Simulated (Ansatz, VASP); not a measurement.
# Cross-check of Cu between VASP and Ansatz, part 2 of 2

Wanted: the spread between two codes on one cell, functional and k mesh. Of the first pair: The structure shown is the start of the Ansatz relaxation below; VASP solves that cell, so the two are compared at the walk's first step.

VASP 6.6.1 and Ansatz 0.2.0.

So far. Step 4 (Side by side): The forces differ by 7.7 meV/Å r.m.s., which is 7.6 % of the r.m.s. force of 0.101 eV/Å (both taken over all components). With vacuum in the cell, a pressure given here is an average over mostly empty space and none of the material.

**6. VASP: single point, PBEsol, relaxed cell, pair 2**

Level of this step: PBEsol; plane waves and PAW (Cu) (VASP).

The same cell, functional, mesh and smearing now go to VASP, with its own data sets.

File INCAR:

```
SYSTEM = Cu
PREC = Accurate
ENCUT = 520
EDIFF = 1E-06
NELM = 120
ISMEAR = -1
SIGMA = 0.05
LREAL = .FALSE.
ALGO = Normal
GGA = PS
NBANDS = 40
LASPH = .TRUE.
LORBIT = 11
LWAVE = .FALSE.
LCHARG = .FALSE.
ISIF = 2
GGA_COMPAT = .FALSE.
KPAR = 2
```

File POSCAR:

```
Cu
1.0
    2.5561910140      0.0000000000      0.0000000000
    1.2780955070      2.2137263550      0.0000000000
    0.0000000000      0.0000000000     24.4356061156
Cu
6
Direct
    0.9999999999      0.9999999999      0.7070146661
    0.6666666666      0.6666666666      0.6252032242
    0.3333333333      0.3333333333      0.5427065570
    0.9999999999      0.9999999999      0.4572934430
    0.6666666666      0.6666666666      0.3747967758
    0.3333333333      0.3333333333      0.2929853339
```

File KPOINTS:

```
Automatic mesh
0
Gamma
12 12 1
0 0 0
```

The projector-augmented-wave data sets are Cu (PBE family, release 64).

Started as:

```console
> mpirun -np 2 vasp_std
```

Numbers of over 12 decimals in the logs are rounded to 6 here.

The log of the run:

```text
[banner, memory and clock lines left out]
running    2 mpi-ranks, on    1 nodes
[...]
[... a notice as in an earlier step ...]

 LDA part: xc-table for (Slater+PW92), standard interpolation
 POSCAR, INCAR and KPOINTS ok, starting setup
[...]
entering main loop
       N       E                     dE             d eps       ncg     rms          rms(c)
DAV:   1     0.583907316888E+03    0.58391E+03   -0.29723E+04  1520   0.239E+03
DAV:   2     0.361668252580E+02   -0.54774E+03   -0.53175E+03  1520   0.444E+02
DAV:   3    -0.287489432880E+02   -0.64916E+02   -0.60232E+02  1592   0.208E+02
DAV:   4    -0.307775000513E+02   -0.20286E+01   -0.20183E+01  1768   0.480E+01
[...]
DAV:  22    -0.246811942599E+02   -0.80833E-05   -0.24437E-06  1040   0.295E-02    0.164E-03
DAV:  23    -0.246811970389E+02   -0.27789E-05   -0.75819E-07   992   0.202E-02    0.112E-03
DAV:  24    -0.246811977379E+02   -0.69896E-06   -0.18021E-07   952   0.118E-02
   1 F= -.24681198E+02 E0= -.24671214E+02  d E =-.199666E-01
```

Parts of OUTCAR (step 6):

```text
  Total       -2.3776847     -2.3776847     -0.1460716     -0.0000000      0.0000000      0.0000000
  in kB      -27.5501832    -27.5501832     -1.6925289     -0.0000000      0.0000000      0.0000000
  external PRESSURE =     -18.9309651 kB  Pullay stress =       0.0000000 kB

 POSITION                                       TOTAL-FORCE (eV/Angst)
 -----------------------------------------------------------------------------------
      3.83429      2.21373     17.27633         0.000000      0.000000      0.054339
      2.55619      1.47582     15.27722        -0.000000     -0.000000     -0.007829
      1.27810      0.73791     13.26136         0.000000      0.000000     -0.283620
      3.83429      2.21373     11.17424         0.000000     -0.000000      0.283620
      2.55619      1.47582      9.15839         0.000000      0.000000      0.007829
      1.27810      0.73791      7.15927        -0.000000     -0.000000     -0.054339
 -----------------------------------------------------------------------------------
    total drift:                                0.000001      0.000001      0.000457

  FREE ENERGIE OF THE ION-ELECTRON SYSTEM (eV)
  ---------------------------------------------------
  free  energy   TOTEN  =       -24.6811977379 eV

  energy  without entropy=      -24.6612310881  energy(sigma->0) =      -24.67121441

[... 2 parts as in an earlier step ...]

[... 1 further part left out ...]
[key lines of the parts left out:]
E-fermi :   1.5107
```

**7. Differences**

What differs besides the data sets and the points named for the pairs above, as far as they apply: the data sets hold 114 valence electrons in Ansatz (on its PAW soft_1 files) and 66 in VASP. Total energies have different zeros and are not compared.

Forces (eV/Å; atoms numbered as in POSCAR):

```tsv
atom	Ansatz x, y, z	VASP x, y, z
Cu1	0.000, 0.000, 0.027	0.000, 0.000, 0.054
Cu2	0.000, 0.000, -0.010	0.000, 0.000, -0.008
Cu3	0.000, 0.000, -0.282	0.000, 0.000, -0.284
Cu4	0.000, 0.000, 0.282	0.000, 0.000, 0.284
Cu5	0.000, 0.000, 0.010	0.000, 0.000, 0.008
Cu6	0.000, 0.000, -0.027	0.000, 0.000, -0.054
```

The forces differ by 9.3 meV/Å r.m.s., which is 9.6 % of the r.m.s. force of 0.096 eV/Å (both taken over all components). With vacuum in the cell, a pressure given here is an average over mostly empty space and none of the material.

**8. VASP: single point, PBEsol, pair 3**

With cell and atoms fixed, the geometry can't cause a difference; cores, projectors, grids and the points listed under the comparison can.

INCAR is that of step 6.

POSCAR is that of step 6.

File KPOINTS:

```
Automatic mesh
0
Gamma
18 18 1
0 0 0
```

Started as:

```console
> mpirun -np 2 vasp_std
```

The log of the run:

```text
[... set-up lines as in an earlier step ...]
 entering main loop
       N       E                     dE             d eps       ncg     rms          rms(c)
DAV:   1     0.585013364996E+03    0.58501E+03   -0.29851E+04  2960   0.241E+03
DAV:   2     0.362124068167E+02   -0.54880E+03   -0.53296E+03  2960   0.445E+02
DAV:   3    -0.287530666704E+02   -0.64965E+02   -0.60306E+02  3112   0.208E+02
DAV:   4    -0.307929366880E+02   -0.20399E+01   -0.20288E+01  3440   0.487E+01
[...]
DAV:  23    -0.246957987498E+02   -0.21882E-05   -0.37855E-07  1864   0.124E-02    0.713E-04
DAV:  24    -0.246957998842E+02   -0.11345E-05   -0.18762E-07  1912   0.532E-03    0.307E-04
DAV:  25    -0.246958002457E+02   -0.36142E-06   -0.49555E-08  1808   0.369E-03
   1 F= -.24695800E+02 E0= -.24686222E+02  d E =-.191567E-01
```

Parts of OUTCAR (step 8):

```text
  Total       -2.5780266     -2.5780266      0.2170470      0.0000000     -0.0000000      0.0000000
  in kB      -29.8715409    -29.8715409      2.5149187      0.0000000     -0.0000000      0.0000000
  external PRESSURE =     -19.0760543 kB  Pullay stress =       0.0000000 kB

 POSITION                                       TOTAL-FORCE (eV/Angst)
 -----------------------------------------------------------------------------------
      3.83429      2.21373     17.27633        -0.000000     -0.000000      0.086178
      2.55619      1.47582     15.27722        -0.000000     -0.000000     -0.008595
      1.27810      0.73791     13.26136        -0.000000     -0.000000     -0.263252
      3.83429      2.21373     11.17424         0.000000      0.000000      0.263252
      2.55619      1.47582      9.15839         0.000000      0.000000      0.008595
      1.27810      0.73791      7.15927         0.000000      0.000000     -0.086178
 -----------------------------------------------------------------------------------
    total drift:                                0.000001      0.000001      0.000456

  FREE ENERGIE OF THE ION-ELECTRON SYSTEM (eV)
  ---------------------------------------------------
  free  energy   TOTEN  =       -24.6958002457 eV

  energy  without entropy=      -24.6766435758  energy(sigma->0) =      -24.68622191

[... 1 part as in an earlier step ...]

[... 2 further parts left out ...]
[key lines of the parts left out:]
E-fermi :   1.4454
```

**9. Ansatz: single point, PBEsol, pair 3**

The same cell, functional, mesh and smearing now go to Ansatz, which takes its cutoff from its data sets.

The cell is taken from a series of runs on this material, whose earlier steps may have relaxed, scaled, displaced or heated it; both programs get it as it stands.

File input.yaml:

```yaml
crystal:
  lattice:
    - [2.556191014, 0.0, 0.0]
    - [1.278095507, 2.213726355, 0.0]
    - [0.0, 0.0, 24.4356061156]
  atoms:
    - { symbol: Cu, position: [0.0, 0.0, 0.7070146661] }
    - { symbol: Cu, position: [0.6666666667, 0.6666666667, 0.6252032242] }
    - { symbol: Cu, position: [0.3333333333, 0.3333333333, 0.542706557] }
    - { symbol: Cu, position: [0.0, 0.0, 0.457293443] }
    - { symbol: Cu, position: [0.6666666667, 0.6666666667, 0.3747967758] }
    - { symbol: Cu, position: [0.3333333333, 0.3333333333, 0.2929853339] }
kpoints:
  mp_grid: { grid: [18, 18, 1] }
scf:
  occupations: { method: fermi_dirac, width: 0.05 }
  n_extra_bands: 8
hamiltonian:
  xc: pbesol
  pseudopotentials: { kind: paw, azcp: { folder: soft_1 }, xc_functional: pbe }
output:
  forces: true
  write_potential: true
  volumetric_format: []
  dos:
    projected: true
    de: 0.05
    e_range: [-30, 12]
    method: { smearing: { sigma: 0.15, scheme: gaussian } }
  eigenstates:
    kpoints:
      - [-0.33333333, 0.33333333, 0.0]
      - [-0.36666667, 0.31666667, 0.0]
      - [-0.4, 0.3, 0.0]
      - [-0.43333333, 0.28333333, 0.0]
      - [-0.46666667, 0.26666667, 0.0]
      - [0.5, 0.25, 0.0]
      - [0.46666667, 0.23333333, 0.0]
      - [0.43333333, 0.21666667, 0.0]
      - [0.4, 0.2, 0.0]
      - [0.36666667, 0.18333333, 0.0]
      - [0.33333333, 0.16666667, 0.0]
      - [0.3, 0.15, 0.0]
      - [0.26666667, 0.13333333, 0.0]
      - [0.23333333, 0.11666667, 0.0]
      - [0.2, 0.1, 0.0]
      - [0.16666667, 0.08333333, 0.0]
      - [0.13333333, 0.06666667, 0.0]
      - [0.1, 0.05, 0.0]
      - [0.06666667, 0.03333333, 0.0]
      - [0.03333333, 0.01666667, 0.0]
      - [0.0, 0.0, 0.0]
      - [0.02777778, 0.0, 0.0]
      - [0.05555556, 0.0, 0.0]
      - [0.08333333, 0.0, 0.0]
      - [0.11111111, 0.0, 0.0]
      - [0.13888889, 0.0, 0.0]
      - [0.16666667, 0.0, 0.0]
      - [0.19444444, 0.0, 0.0]
      - [0.22222222, 0.0, 0.0]
      - [0.25, 0.0, 0.0]
      - [0.27777778, 0.0, 0.0]
      - [0.30555556, 0.0, 0.0]
      - [0.33333333, 0.0, 0.0]
      - [0.36111111, 0.0, 0.0]
      - [0.38888889, 0.0, 0.0]
      - [0.41666667, 0.0, 0.0]
      - [0.44444444, 0.0, 0.0]
      - [0.47222222, 0.0, 0.0]
      - [0.5, 0.0, 0.0]
      - [-0.48333333, 0.03333333, 0.0]
      - [-0.46666667, 0.06666667, 0.0]
      - [-0.45, 0.1, 0.0]
      - [-0.43333333, 0.13333333, 0.0]
      - [-0.41666667, 0.16666667, 0.0]
      - [-0.4, 0.2, 0.0]
      - [-0.38333333, 0.23333333, 0.0]
      - [-0.36666667, 0.26666667, 0.0]
      - [-0.35, 0.3, 0.0]
    e_range: [-8.0, 4.0]
    unfold:
      supercell_matrix: [[1, 0, 0], [0, 1, 0], [0, 0, 1]]
      layers:
        axis: 3
        edges: [0.12929, 0.416045, 0.416145, 0.583854, 0.583954, 0.870709]
```

Started as:

```console
> ansatz run input.yaml --threads 4 --pin off --max-ram 11264MiB --backend cpu --events-out ev --progress --plain --runs-dir out
```

The log of the run:

```text
[...]
Crystal: 6 atoms, lattice volume = 138.274 Å³
Basis set: ecut = 420 eV, 2775 PW (Γ), exchange–correlation on 36×36×360 points (8 copies of the dense FFT grid, shifted against one another)
Bands: 65, of which v1, the nominal top of the filled ones, is band 57 counted from 1 (56 counted from 0)
Symmetry: 12 space group operations
[...]
k-points: 37 of 324
[...]
max |Σ_I F_I| component: 5.78e-19 eV/Å
--- Band table (eV; the first three rows and the last of 37) ---
  k-point 0: bands = [... 53 lower, 4.0810, 4.0810, 4.3274, 4.3274, 4.3947, 4.3947, 5.1614, 5.6795, ... 4 higher]
  k-point 1: bands = [... 53 lower, 4.0830, 4.1458, 4.2015, 4.3288, 4.3750, 4.3971, 5.4088, 5.9724, ... 4 higher]
  k-point 2: bands = [... 53 lower, 3.9580, 4.0875, 4.1862, 4.3324, 4.4037, 4.7273, 5.9179, 6.6253, ... 4 higher]
  k-point 36: bands = [... 53 lower, 4.3228, 9.1827, 9.1827, 9.1952, 9.5455, 9.5455, 10.1293, 10.3366, ... 4 higher]
[key lines of the parts left out:]
SCF converged after 12 iterations
Free energy (F): -39531.486506 eV
Fermi energy:    5.921477 eV
```

**10. Side by side**

What differs besides the data sets and the points named for the pairs above, as far as they apply: the data sets hold 114 valence electrons in Ansatz (on its PAW soft_1 files) and 66 in VASP. Total energies have different zeros and are not compared.

Forces (eV/Å; atoms numbered as in POSCAR):

```tsv
atom	Ansatz x, y, z	VASP x, y, z
Cu1	0.000, 0.000, 0.059	0.000, 0.000, 0.086
Cu2	0.000, 0.000, -0.010	0.000, 0.000, -0.009
Cu3	0.000, 0.000, -0.264	0.000, 0.000, -0.263
Cu4	0.000, 0.000, 0.264	0.000, 0.000, 0.263
Cu5	0.000, 0.000, 0.010	0.000, 0.000, 0.009
Cu6	0.000, 0.000, -0.059	0.000, 0.000, -0.086
```

The forces differ by 8.9 meV/Å r.m.s., which is 9.7 % of the r.m.s. force of 0.092 eV/Å (both taken over all components). With vacuum in the cell, a pressure given here is an average over mostly empty space and none of the material.

**11. Summary of results**

| Property | Result |
| --- | --- |
| r.m.s. force difference (single point, PBEsol, start cell, pair 1) | 7.7 meV/Å |
| r.m.s. force difference (single point, PBEsol, relaxed cell, pair 2) | 9.3 meV/Å |
| r.m.s. force difference (single point, PBEsol, pair 3) | 8.9 meV/Å |

The r.m.s. force difference is 9.3 meV/Å (single point, PBEsol, relaxed cell, pair 2), within the 12 meV/Å picked in this series as the mark of a large difference. The data sets hold unlike numbers of valence electrons (114 in Ansatz and 66 in VASP), so part of the differences comes from the potentials. Such differences can come from data sets, numerical settings and the points named under the comparisons, not from the functional's error against experiment.

[Lines on the potential files, build, host, timing and source positions are cut from VASP's logs without a mark.]

[Logs are printed without paths, hosts, clocks, repeated set-up lines and the standing remarks that a program may print on its own settings, such as how far it seeks lower states.]

[Hosts, paths, dates, database ids (printed as entryN), source tags and the programs' standing remarks are cut or masked in the printed files.]
